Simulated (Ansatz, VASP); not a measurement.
# Zn44Se15S29: VASP beside Ansatz

Aim: how closely do two programs agree when they are given the same cell, functional and k mesh? The cell is taken from a series of runs on this material, whose earlier steps may have relaxed, scaled, displaced or heated it; both programs get it as it stands.

Calculated with Ansatz 0.2.0; plane waves, with VASP 6.6.1 beside it; single point at PBE.

**1. Starting point**

The cell holds 88 atoms: 44 Zn, 15 Se and 29 S. Cell: a = 12.241 Å, b = 12.241 Å, c = 12.241 Å, α = 90.0°, β = 90.0°, γ = 90.0°.

**2. VASP: single point, PBE, pair 1**

A single point gives forces, pressure and levels at one fixed geometry, so differences don't come from the geometry; what else differs is listed under the comparison.

Lines of VASP's logs that name or quote its potential files are left out, and so is its time.

The input, INCAR:

```
SYSTEM = Zn44Se15S29
PREC = Accurate
ENCUT = 400
EDIFF = 1E-06
NELM = 120
ISMEAR = 0
SIGMA = 0.025
LREAL = Auto
ALGO = Normal
GGA = PE
NBANDS = 464
LORBIT = 11
LWAVE = .FALSE.
LCHARG = .FALSE.
ISIF = 2
LASPH = .TRUE.
GGA_COMPAT = .FALSE.
EFERMI = MIDGAP
NCORE = 2
```

The input, POSCAR:

```
Zn44Se15S29
1.0
   12.2405000000      0.0000000000      0.0000000000
    0.0000000000     12.2405000000      0.0000000000
    0.0000000000      0.0000000000     12.2405000000
Zn Se S
44 15 29
Direct
    0.9232600000      0.8905000000      0.8488800000
    0.2093400000      0.8571500000      0.9088300000
    0.7261900000      0.9288800000      0.5997800000
    0.8231900000      0.1081200000      0.0022100000
    0.5668900000      0.1269100000      0.1911400000
    0.3181100000      0.2101000000      0.6547200000
    0.2366400000      0.5974500000      0.1262500000
    0.9064400000      0.1475500000      0.6476900000
    0.6263300000      0.1739300000      0.7321100000
    0.5231400000      0.3000000000      0.4431300000
    0.3525300000      0.0324800000      0.3942000000
    0.2663100000      0.6699900000      0.6892900000
    0.3144800000      0.3054600000      0.1869400000
    0.4479200000      0.9167600000      0.7081900000
    0.6718100000      0.0454200000      0.4485800000
    0.0221300000      0.3598800000      0.0885400000
    0.5332900000      0.5521500000      0.2377200000
    0.0863000000      0.2289400000      0.3962700000
    0.7816800000      0.3478900000      0.2588700000
    0.9839900000      0.5374000000      0.3320600000
    0.1941100000      0.7742300000      0.3759700000
    0.8250700000      0.3827400000      0.8234500000
    0.4857200000      0.7425300000      0.4838400000
    0.7415200000      0.5102100000      0.5204000000
    0.3972500000      0.8496200000      0.1600500000
    0.1435800000      0.9647700000      0.6259000000
    0.9638500000      0.7115200000      0.5896600000
    0.4704700000      0.6636400000      0.9402500000
    0.3001700000      0.4704200000      0.4323200000
    0.9844000000      0.7986700000      0.1380000000
    0.0887800000      0.1687600000      0.8530300000
    0.0643300000      0.4145500000      0.6405400000
    0.5067800000      0.4716600000      0.7032900000
    0.6583300000      0.9101200000      0.9330300000
    0.7063600000      0.6841000000      0.7564400000
    0.7745600000      0.5916300000      0.0606400000
    0.2782200000      0.4073500000      0.8830400000
    0.7480500000      0.8854200000      0.1942500000
    0.5844000000      0.3550800000      0.9862500000
    0.7716000000      0.7403500000      0.3410400000
    0.0060600000      0.6111800000      0.8816000000
    0.9658800000      0.9609000000      0.4011600000
    0.1462800000      0.0385200000      0.1464700000
    0.3867400000      0.0962000000      0.9336000000
    0.2360400000      0.1533700000      0.2838100000
    0.1647200000      0.5351100000      0.7781400000
    0.4556700000      0.2274800000      0.0649400000
    0.1439400000      0.7749700000      0.5703900000
    0.9426700000      0.5312500000      0.5262600000
    0.6214100000      0.6265700000      0.3988700000
    0.3926400000      0.5817600000      0.5760600000
    0.2036300000      0.3255100000      0.5288600000
    0.0147600000      0.1720800000      0.0430100000
    0.3302900000      0.0214100000      0.5911800000
    0.7440000000      0.1924000000      0.5479700000
    0.5765400000      0.9438200000      0.1183200000
    0.8129800000      0.0313600000      0.2974600000
    0.1759100000      0.5903900000      0.3176700000
    0.1079900000      0.7147600000      0.0150900000
    0.8520100000      0.8316100000      0.4878500000
    0.0341100000      0.0841600000      0.5205100000
    0.7029800000      0.4933800000      0.7141800000
    0.3708000000      0.8460500000      0.3563500000
    0.8870600000      0.6520800000      0.2142600000
    0.5158500000      0.1205100000      0.3749000000
    0.7458800000      0.1795200000      0.1722400000
    0.9775500000      0.3515900000      0.2751000000
    0.9761500000      0.2890800000      0.7496300000
    0.4900300000      0.2842500000      0.6411400000
    0.2871000000      0.9615100000      0.0388100000
    0.2143600000      0.4151800000      0.0693300000
    0.3587600000      0.7785500000      0.8202800000
    0.5274700000      0.0311300000      0.8318700000
    0.8056600000      0.0126800000      0.7689300000
    0.7151400000      0.2431300000      0.8935300000
    0.8650700000      0.9105000000      0.0317000000
    0.6589000000      0.7105200000      0.9354400000
    0.4619300000      0.4767100000      0.8872800000
    0.8951900000      0.7202400000      0.7639600000
    0.5922700000      0.8002600000      0.6421500000
    0.4183700000      0.6581400000      0.1251800000
    0.4269800000      0.4067400000      0.3049000000
    0.2679400000      0.2167500000      0.8379200000
    0.6626600000      0.4538500000      0.1402000000
    0.7038000000      0.3495000000      0.4286000000
    0.9025300000      0.4763200000      0.9745200000
    0.0952900000      0.9784100000      0.8123800000
    0.0855900000      0.8987800000      0.2699600000
```

The input, KPOINTS:

```
Automatic mesh
0
Gamma
1 1 1
0 0 0
```

PAW data sets: Zn, Se and S (PBE family, release 64).

Started as:

```
> mpirun -np 8 vasp_gam
```

Numbers of over 12 decimals in the logs are rounded to 6 here.

The log of the run:

```text
[banner, memory and clock lines left out]
running    8 mpi-ranks, on    1 nodes
[...]
LDA part: xc-table for (Slater+PW92), standard interpolation
 POSCAR, INCAR and KPOINTS ok, starting setup
[...]
entering main loop
       N       E                     dE             d eps       ncg     rms          rms(c)
DAV:   1     0.963159592920E+04    0.96316E+04   -0.31688E+05   928   0.193E+03
DAV:   2     0.194485397668E+04   -0.76867E+04   -0.75100E+04   928   0.531E+02
DAV:   3    -0.459652552468E+02   -0.19908E+04   -0.18822E+04  1016   0.215E+02
DAV:   4    -0.284091305671E+03   -0.23813E+03   -0.23478E+03  1048   0.765E+01
[...]
DAV:  18    -0.273984635118E+03   -0.36070E-05   -0.31694E-05  1016   0.239E-02    0.139E-02
DAV:  19    -0.273984636273E+03   -0.11550E-05   -0.77159E-06  1008   0.156E-02    0.691E-03
DAV:  20    -0.273984637107E+03   -0.83445E-06   -0.26057E-06   640   0.653E-03
   1 F= -.27398464E+03 E0= -.27398464E+03  d E =-.857168E-20
```

OUTCAR, selected parts (step 2):

```text
  FREE ENERGIE OF THE ION-ELECTRON SYSTEM (eV)
  ---------------------------------------------------
  free  energy   TOTEN  =      -273.9846371071 eV

  energy  without entropy=     -273.9846371071  energy(sigma->0) =     -273.98463711
```

The run ends at a pressure of 1.45 GPa, with forces up to 1.4 eV/Å.

**3. Ansatz: single point, PBE, pair 1**

Ansatz runs on its default PAW (the set named soft_2) files.

The same cell, functional, mesh and smearing now go to Ansatz, which takes its cutoff from its data sets.

The input, input.yaml:

```yaml
crystal:
  lattice:
    - [12.2405, 0.0, 0.0]
    - [0.0, 12.2405, 0.0]
    - [0.0, 0.0, 12.2405]
  atoms:
    - { symbol: Zn, position: [0.92326, 0.8905, 0.84888] }
    - { symbol: Zn, position: [0.20934, 0.85715, 0.90883] }
    - { symbol: Zn, position: [0.72619, 0.92888, 0.59978] }
    - { symbol: Zn, position: [0.82319, 0.10812, 0.00221] }
    - { symbol: Zn, position: [0.56689, 0.12691, 0.19114] }
    - { symbol: Zn, position: [0.31811, 0.2101, 0.65472] }
    - { symbol: Zn, position: [0.23664, 0.59745, 0.12625] }
    - { symbol: Zn, position: [0.90644, 0.14755, 0.64769] }
    - { symbol: Zn, position: [0.62633, 0.17393, 0.73211] }
    - { symbol: Zn, position: [0.52314, 0.3, 0.44313] }
    - { symbol: Zn, position: [0.35253, 0.03248, 0.3942] }
    - { symbol: Zn, position: [0.26631, 0.66999, 0.68929] }
    - { symbol: Zn, position: [0.31448, 0.30546, 0.18694] }
    - { symbol: Zn, position: [0.44792, 0.91676, 0.70819] }
    - { symbol: Zn, position: [0.67181, 0.04542, 0.44858] }
    - { symbol: Zn, position: [0.02213, 0.35988, 0.08854] }
    - { symbol: Zn, position: [0.53329, 0.55215, 0.23772] }
    - { symbol: Zn, position: [0.0863, 0.22894, 0.39627] }
    - { symbol: Zn, position: [0.78168, 0.34789, 0.25887] }
    - { symbol: Zn, position: [0.98399, 0.5374, 0.33206] }
    - { symbol: Zn, position: [0.19411, 0.77423, 0.37597] }
    - { symbol: Zn, position: [0.82507, 0.38274, 0.82345] }
    - { symbol: Zn, position: [0.48572, 0.74253, 0.48384] }
    - { symbol: Zn, position: [0.74152, 0.51021, 0.5204] }
    - { symbol: Zn, position: [0.39725, 0.84962, 0.16005] }
    - { symbol: Zn, position: [0.14358, 0.96477, 0.6259] }
    - { symbol: Zn, position: [0.96385, 0.71152, 0.58966] }
    - { symbol: Zn, position: [0.47047, 0.66364, 0.94025] }
    - { symbol: Zn, position: [0.30017, 0.47042, 0.43232] }
    - { symbol: Zn, position: [0.9844, 0.79867, 0.138] }
    - { symbol: Zn, position: [0.08878, 0.16876, 0.85303] }
    - { symbol: Zn, position: [0.06433, 0.41455, 0.64054] }
    - { symbol: Zn, position: [0.50678, 0.47166, 0.70329] }
    - { symbol: Zn, position: [0.65833, 0.91012, 0.93303] }
    - { symbol: Zn, position: [0.70636, 0.6841, 0.75644] }
    - { symbol: Zn, position: [0.77456, 0.59163, 0.06064] }
    - { symbol: Zn, position: [0.27822, 0.40735, 0.88304] }
    - { symbol: Zn, position: [0.74805, 0.88542, 0.19425] }
    - { symbol: Zn, position: [0.5844, 0.35508, 0.98625] }
    - { symbol: Zn, position: [0.7716, 0.74035, 0.34104] }
    - { symbol: Zn, position: [0.00606, 0.61118, 0.8816] }
    - { symbol: Zn, position: [0.96588, 0.9609, 0.40116] }
    - { symbol: Zn, position: [0.14628, 0.03852, 0.14647] }
    - { symbol: Zn, position: [0.38674, 0.0962, 0.9336] }
    - { symbol: Se, position: [0.23604, 0.15337, 0.28381] }
    - { symbol: Se, position: [0.16472, 0.53511, 0.77814] }
    - { symbol: Se, position: [0.45567, 0.22748, 0.06494] }
    - { symbol: Se, position: [0.14394, 0.77497, 0.57039] }
    - { symbol: Se, position: [0.94267, 0.53125, 0.52626] }
    - { symbol: Se, position: [0.62141, 0.62657, 0.39887] }
    - { symbol: Se, position: [0.39264, 0.58176, 0.57606] }
    - { symbol: Se, position: [0.20363, 0.32551, 0.52886] }
    - { symbol: Se, position: [0.01476, 0.17208, 0.04301] }
    - { symbol: Se, position: [0.33029, 0.02141, 0.59118] }
    - { symbol: Se, position: [0.744, 0.1924, 0.54797] }
    - { symbol: Se, position: [0.57654, 0.94382, 0.11832] }
    - { symbol: Se, position: [0.81298, 0.03136, 0.29746] }
    - { symbol: Se, position: [0.17591, 0.59039, 0.31767] }
    - { symbol: Se, position: [0.10799, 0.71476, 0.01509] }
    - { symbol: S, position: [0.85201, 0.83161, 0.48785] }
    - { symbol: S, position: [0.03411, 0.08416, 0.52051] }
    - { symbol: S, position: [0.70298, 0.49338, 0.71418] }
    - { symbol: S, position: [0.3708, 0.84605, 0.35635] }
    - { symbol: S, position: [0.88706, 0.65208, 0.21426] }
    - { symbol: S, position: [0.51585, 0.12051, 0.3749] }
    - { symbol: S, position: [0.74588, 0.17952, 0.17224] }
    - { symbol: S, position: [0.97755, 0.35159, 0.2751] }
    - { symbol: S, position: [0.97615, 0.28908, 0.74963] }
    - { symbol: S, position: [0.49003, 0.28425, 0.64114] }
    - { symbol: S, position: [0.2871, 0.96151, 0.03881] }
    - { symbol: S, position: [0.21436, 0.41518, 0.06933] }
    - { symbol: S, position: [0.35876, 0.77855, 0.82028] }
    - { symbol: S, position: [0.52747, 0.03113, 0.83187] }
    - { symbol: S, position: [0.80566, 0.01268, 0.76893] }
    - { symbol: S, position: [0.71514, 0.24313, 0.89353] }
    - { symbol: S, position: [0.86507, 0.9105, 0.0317] }
    - { symbol: S, position: [0.6589, 0.71052, 0.93544] }
    - { symbol: S, position: [0.46193, 0.47671, 0.88728] }
    - { symbol: S, position: [0.89519, 0.72024, 0.76396] }
    - { symbol: S, position: [0.59227, 0.80026, 0.64215] }
    - { symbol: S, position: [0.41837, 0.65814, 0.12518] }
    - { symbol: S, position: [0.42698, 0.40674, 0.3049] }
    - { symbol: S, position: [0.26794, 0.21675, 0.83792] }
    - { symbol: S, position: [0.66266, 0.45385, 0.1402] }
    - { symbol: S, position: [0.7038, 0.3495, 0.4286] }
    - { symbol: S, position: [0.90253, 0.47632, 0.97452] }
    - { symbol: S, position: [0.09529, 0.97841, 0.81238] }
    - { symbol: S, position: [0.08559, 0.89878, 0.26996] }
kpoints:
  mp_grid: { grid: [1, 1, 1] }
hamiltonian:
  xc: pbe
scf:
  occupations: { method: gaussian, width: 0.025 }
output:
  forces: true
```

Started as:

```
> ansatz run input.yaml --threads 4 --pin off --max-ram 8192MiB --backend cpu --events-out ev --progress --plain --runs-dir out
```

The log of the run:

```text
Engine: ansatz 0.2.0, x86_64-unknown-linux-gnu
Pseudopotentials: kind: paw
Pseudopotential: Zn, paw, valence charge 12, recommended cutoff 420 eV (normal), Zn.paw.azcp
Pseudopotential: Se, paw, valence charge 16, recommended cutoff 420 eV (normal), Se.paw.azcp
Pseudopotential: S, paw, valence charge 6, recommended cutoff 420 eV (normal), S.paw.azcp
Functional definition: PBE
  parameter kappa = 0.804
  parameter beta = 0.066725
  exchange = pbe_x(kappa = kappa, mu = beta*pi^2/3)
  correlation = pbe_c(beta = beta)
Crystal: 88 atoms, lattice volume = 1833.992 Å³
Basis set: ecut = 420 eV, 35825 PW (Γ), exchange–correlation on 180×180×180 points (8 copies of the dense FFT grid, shifted against one another)
Bands: 559, of which v1, the nominal top of the filled ones, is band 471 counted from 1 (470 counted from 0)
Symmetry: 1 space group operations
Space group: P1 (ITA 1), of the structure as read, at distance tolerance 1.2e-4 Å
k-points: 1
Non-local potential: Zn, projectors of the file, l = 0: 2, l = 1: 2, l = 2: 3, l = 3: 1
Non-local potential: Se, projectors of the file, l = 0: 2, l = 1: 2, l = 2: 3, l = 3: 1
Non-local potential: S, projectors of the file, l = 0: 2, l = 1: 2, l = 2: 2
PAW form: soft (Blöchl's): semilocal exchange-correlation on the pseudo side does not see the compensation charge
PAW one-centre angular grid: Zn, 590 points (default); XC on 64 Gauss nodes
PAW one-centre angular grid: Se, 590 points (default); XC on 64 Gauss nodes
PAW one-centre angular grid: S, 110 points (default); XC on 64 Gauss nodes
Initial density: superposition of atomic densities (neutral atoms: chi_scale 0, normalization atom), corrected by the library's trained network
Initial wavefunctions: pseudopotential atomic-orbital guess
Functional: x = pbe(κ = 0.804, μ = 0.219515), c = pbe(β = 0.066725)
SCF iter   1: F=—  HF=-254287.197043 eV  |F-HF|=—  |Δ(HF+E_count)|=         —  Δρ=2.03e-3  dr2=1.63e-1  ethr=1.77e-3  ⟨swp⟩=6.0  Hψ=2277  notcnv=0  defer=17
preconditioner: auto → Resta (q_TF=auto, 2.442 Å⁻¹)  ε∞=6.7  [insulator: Δε(μ)=0.385 eV  Ē_g=10.249 eV  σ=0.025 eV  W_gap=1.00  n_scr=460 (ndim 8)  ℏωp=24.4 eV  f_vac=0.055  D(μ)=0.00/eV (n_scr^D=0)  ε∞_Penn≈6.7]
SCF iter   2: F=—  HF=-254287.168396 eV  |F-HF|=—  |Δ(HF+E_count)|=   2.86e-2  Δρ=1.03e-3  dr2=4.31e-2  ethr=1.73e-5  ⟨swp⟩=2.0  Hψ=1001  notcnv=0  defer=81
SCF iter   3: F=—  HF=-254287.165345 eV  |F-HF|=—  |Δ(HF+E_count)|=   3.05e-3  Δρ=6.98e-4  dr2=2.41e-2  ethr=4.58e-6  ⟨swp⟩=2.0  Hψ=950  notcnv=0  defer=68
automatic band count: iteration 3 solves 546 bands in place of 559: the levels show a gap, and the empty bands left out lie too high to hold charge; the band table lists the bands solved (type scf.n_extra_bands for more)
SCF iter   4: F=—  HF=-254287.162913 eV  |F-HF|=—  |Δ(HF+E_count)|=   2.43e-3  Δρ=2.31e-4  dr2=2.16e-3  ethr=2.56e-6  ⟨swp⟩=2.0  Hψ=946  notcnv=0  defer=68
SCF iter   5: F=—  HF=-254287.163179 eV  |F-HF|=—  |Δ(HF+E_count)|=   2.67e-4  Δρ=1.83e-4  dr2=1.26e-3  ethr=2.29e-7  ⟨swp⟩=2.0  Hψ=943  notcnv=0  defer=68
SCF iter   6: F=—  HF=-254287.163026 eV  |F-HF|=—  |Δ(HF+E_count)|=   1.53e-4  Δρ=5.08e-5  dr2=1.17e-4  ethr=1.34e-7  ⟨swp⟩=2.0  Hψ=943  notcnv=0  defer=68
SCF iter   7: F=—  HF=-254287.163019 eV  |F-HF|=—  |Δ(HF+E_count)|=   7.01e-6  Δρ=4.38e-5  dr2=4.12e-5  ethr=1.24e-8  ⟨swp⟩=2.0  Hψ=945  notcnv=0  defer=68
SCF iter   8: F=—  HF=-254287.164892 eV  |F-HF|=—  |Δ(HF+E_count)|=   1.87e-3  Δρ=1.41e-5  dr2=4.63e-6  ethr=4.37e-9  ⟨swp⟩=2.0  Hψ=827  notcnv=0  defer=68
SCF iter   9: F=—  HF=-254287.164896 eV  |F-HF|=—  |Δ(HF+E_count)|=   4.01e-6  Δρ=5.70e-6  dr2=9.53e-7  ethr=4.92e-10  ⟨swp⟩=2.0  Hψ=946  notcnv=0  defer=68
SCF iter  10: F=—  HF=-254287.164897 eV  |F-HF|=—  |Δ(HF+E_count)|=   7.29e-7  Δρ=3.36e-6  dr2=2.26e-7  ethr=1.01e-10  ⟨swp⟩=2.0  Hψ=946  notcnv=0  defer=68
SCF iter  11: F=-254287.164897 eV  HF=-254287.164897 eV  |F-HF|=1.14e-8  |Δ(HF+E_count)|=   8.96e-8  Δρ=2.00e-6  dr2=6.64e-8  ethr=1.06e-11  ⟨swp⟩=4.0  Hψ=1960  notcnv=0
SCF 1 converged in 11 iterations: F = -254287.164897 eV  dr2 = 6.64e-8
  greatest PAW one-centre occupation: 1.000 electrons in one spin orbital (limit 2), on the Se atom at site 54 (counted from 0), in its partial waves of l = 2
SCF converged after 11 iterations
Free energy (F): -254287.164897 eV
Harris-Foulkes:  -254287.164897 eV  (|F-HF|=1.14e-8)
Internal energy: -254287.164897 eV  (E = F + TS)
E sigma→0 (E₀):  -254287.164897 eV
Fermi energy:    7.297878 eV
--- Per-component energies (eV) ---
  E_band       = -5640.466088
  E_kinetic    = 10648.125478
  E_local      = -130412.804307  (includes V_loc(G=0)·N_el)
  E_nonlocal   = 18924.864045
  E_hartree    = 57919.730115
  E_xc         = -10408.209683
  E_vxc        = -6285.262044  (∫ρ·V_xc dr)
  E_paw        = -126525.150806  (= ΣΔE_a)
  E_vpaw       = -14354.830920  (= ΣTr[D̂ρ^β])
  E_aug_tail   = -0.024545  (compensation charges beyond the density's cutoff)
  E_ewald      = -74433.695194
  E_smearing   = -0.000000  (= −TS)
  E_closure    = -0.000000  (closes the sum)
  Σ components = -254287.164897   (vs F -254287.164897, Δ=0.00e0)
--- Forces (eV/Å), atoms counted from 1 ---
  atom   1  Zn     0.24096633     0.00677775    -0.44772435
  atom   2  Zn    -0.09862793    -0.26674254    -0.18704281
  atom   3  Zn     0.21304371     0.27164764     0.53356156
  atom   4  Zn     0.17647368     0.32376184     0.18766719
  atom   5  Zn    -0.17823261     0.18283495     0.04129390
  atom   6  Zn     0.01132609     0.10735012     0.02152832
  atom   7  Zn    -0.11029451    -0.23380489    -0.04133828
  atom   8  Zn    -0.03792052    -0.42877653     0.18994178
  atom   9  Zn    -0.01567985     0.02938865     0.10763194
  atom  10  Zn    -0.43448556     0.03677054    -0.01009024
  atom  11  Zn     0.03672248    -0.18953035    -0.00832162
  atom  12  Zn     0.19035013     0.66959259     0.25048138
  atom  13  Zn     0.40039381     0.21735496    -0.23114677
  atom  14  Zn     0.31557051    -0.67893092     0.37635792
  atom  15  Zn    -0.14171303    -0.20680712    -0.36243238
  atom  16  Zn     0.34515272     0.66697143    -0.03891373
  atom  17  Zn    -0.09777649    -0.30877466    -0.11688003
  atom  18  Zn     0.10127905     0.07269107    -0.07942817
  atom  19  Zn     0.11650554    -0.13858672    -0.42329093
  atom  20  Zn     0.27983515    -0.39473642    -0.18377863
  atom  21  Zn     0.09815436     0.36001853    -0.03496247
  atom  22  Zn    -0.14625145    -0.04589741     0.27241481
  atom  23  Zn     0.02822090    -0.03866264     0.20817273
  atom  24  Zn    -0.07349255    -0.24828969     0.49884680
[...]
atom  81  S     -0.24832985     0.51363792    -0.19097493
  atom  82  S     -0.19732539    -0.23583290     0.90475985
  atom  83  S      0.15305800     0.42119793    -0.21252397
  atom  84  S      0.32007032     0.19328108    -0.47053617
  atom  85  S      0.22527843     1.11691662     0.03060296
  atom  86  S      0.34488180     0.15479625    -0.29409888
  atom  87  S     -0.19955890    -0.45088967    -0.24056411
  atom  88  S     -0.19139560    -0.26695287    -0.31159868
  max |Σ_I F_I| component: 6.60e-5 eV/Å
```

The column dr2 measures how far the density is from self-consistency, as an energy; F and HF (Harris–Foulkes) agree once it is small.

**4. Side by side**

Known differences besides the potentials themselves: the data sets hold 942 valence electrons in Ansatz (on its default PAW (the set named soft_2) files) and 792 in VASP; the cutoff is 420 eV in Ansatz and 400 eV in VASP (PREC = Accurate, projectors in real space). Total energies have different zeros and are not compared.

Both answers:

```
              quantity  Ansatz   VASP  difference
gap on the k mesh (eV)   0.329  0.327      +0.003
```

Forces on 9 of the 88 atoms, those with the largest forces and the largest differences (eV/Å; atoms numbered as in POSCAR):

```
atom          Ansatz x, y, z            VASP x, y, z
Zn14    0.316, -0.679, 0.376    0.321, -0.683, 0.378
Zn38  -0.275, -0.595, -0.061  -0.273, -0.620, -0.064
Se46   -0.978, -0.946, 0.128   -0.989, -0.955, 0.132
Se53   0.243, -0.951, -0.548   0.246, -0.973, -0.541
Se55   -0.239, -0.741, 0.818   -0.245, -0.713, 0.813
Se57   -0.638, 0.212, -0.191   -0.637, 0.247, -0.202
 S70     0.294, 0.407, 0.854     0.298, 0.410, 0.859
 S82   -0.197, -0.236, 0.905   -0.192, -0.239, 0.904
 S85     0.225, 1.117, 0.031     0.232, 1.107, 0.036
```

The forces differ by 6.8 meV/Å r.m.s., which is 2.1 % of the r.m.s. force of 0.325 eV/Å (both taken over all components). A gap on the mesh is an upper bound, since the band edges may lie between its points.

[end of part 1 of 2]

[Lines on the potential files, build, host, timing and source positions are cut from VASP's logs without a mark.]

[Logs are printed without paths, hosts, clocks, repeated set-up lines and the standing remarks that a program may print on its own settings, such as how far it seeks lower states.]

[Hosts, paths, dates, database ids (printed as entryN), source tags and the programs' standing remarks are cut or masked in the printed files.]
